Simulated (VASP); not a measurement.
Here is the system:

```
CELL_PARAMETERS angstrom
      4.64982     0.00000     0.00000
      0.00000     2.64366     0.00000
      0.00000     0.00000    24.06574
ATOMIC_POSITIONS crystal
  Zn 0.25000 0.50000 0.35356
  Zn 0.75000 0.00000 0.35205
  Zn 0.25000 0.00000 0.45205
  Zn 0.75000 0.50000 0.45059
  Zn 0.25000 0.50000 0.54941
  Zn 0.75000 0.00000 0.54795
  Zn 0.25000 0.00000 0.64795
  Zn 0.75000 0.50000 0.64644
```

Calculation: PBEsol GGA, VASP's PBE PAW potentials (set 64) (plane waves; VASP). Run with PREC = Normal, 400 eV cut-off, 6×10×1 Γ-centred mesh, first-order Methfessel-Paxton smearing of 0.10 eV, potentials Zn.

### Question
Predict the energy per atom (σ→0), band gap (on the k-mesh) with the smallest direct gap where there is one.

### Answer

* **band gap (on the k-mesh)**: none (metal, semimetal or under 0.01 eV)
* **energy per atom (σ→0)**: -1.459 eV/atom

Total energies compare only between runs with the same potentials, cut-off and functional.

The cell is a thin slab with vacuum, built from Zn (hcp): (100) face.
